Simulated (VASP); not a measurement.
Given:

```
CELL_PARAMETERS angstrom
      5.09159     2.54579     2.54579
      2.54579     5.09159     2.54579
      2.54579     2.54579     5.09159
ATOMIC_POSITIONS crystal
  Mn 0.00000 0.00000 0.00000
  Mn 0.50000 0.50000 0.50000
  S  0.25000 0.25000 0.25000
  S  0.75000 0.75000 0.75000
```
Starting moments (μB, in the order of the record's atoms Mn Mn S S): 5.0 -5.0 0.0 0.0.

The numbers are results of PBE GGA, VASP's PBE PAW potentials (set 64) (plane waves; VASP), not measurements. Numerical set-up: 300 eV cut-off, 6×6×6 Γ-centred mesh, Fermi-Dirac smearing of 0.020 eV, potentials Mn_pv S.

At this cut-off the stress carries a Pulay error, which pulls relaxed volumes low.

Problem. Give the stress tensor in GPa (positive for a compressed cell).

Solution. 
```
 1.60  -0.29  -0.29
-0.29   1.60  -0.29
-0.29  -0.29   1.60
```
The pressure is its mean diagonal, 1.60 GPa.

The structure is a typed MnS crystal. The cell was not relaxed at this level.
